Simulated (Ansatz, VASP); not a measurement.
GaGe3, level by level in two programs

```
Ge Ga
1.0
     0.00000    3.40960    3.40960
     3.40960    0.00000    3.40960
     3.40960    3.40960    0.00000
Ge Ga
3 1
Direct
  0.50000 0.50000 0.50000
  0.75000 0.75000 0.75000
  0.25000 0.25000 0.25000
  0.00000 0.00000 0.00000
```

The cell comes from a database or a generator and needn't be the stable form of this composition.

Single points on this cell with VASP 6.6.1 and Ansatz 0.2.0. Each row is one pair of runs. Alike in all rows: spin: off; k mesh: 7 × 7 × 7; smearing: fermi-dirac, width 0.05 eV.

```tsv
level	VASP's potentials, cutoff	Ansatz's potentials, cutoff	gap on the k mesh at the Fermi level (eV), VASP	gap on the k mesh at the Fermi level (eV), Ansatz	pressure (GPa), VASP	pressure (GPa), Ansatz
LDA	VASP PAW LDA potentials, release 64 (Ge_d, Ga_d), 520 eV	Ansatz PAW, 420 eV	?	none	?	-6.5
PBE	VASP PAW PBE potentials, release 64 (Ge_d, Ga_d), 520 eV	Ansatz PAW, 420 eV	none	none	-1.5	-1.6
r2SCAN	VASP PAW PBE potentials, release 64 (Ge_d, Ga_d), 520 eV	Ansatz PAW, 500 eV	none	none	-3.7	-3.6
```

Task: Fill in what VASP gave in row 1.

Result: gap on the k mesh at the Fermi level (eV): none; pressure (GPa): -6.2.

A gap of «none» marks a metal or a gap that the smearing closes.

Caveats: the PAW data sets were made with another functional, which shifts forces and pressure a little (VASP); the PAW data sets come from PBE, with cores solved anew for the run's functional, which leaves a small shift of forces and pressure (Ansatz).
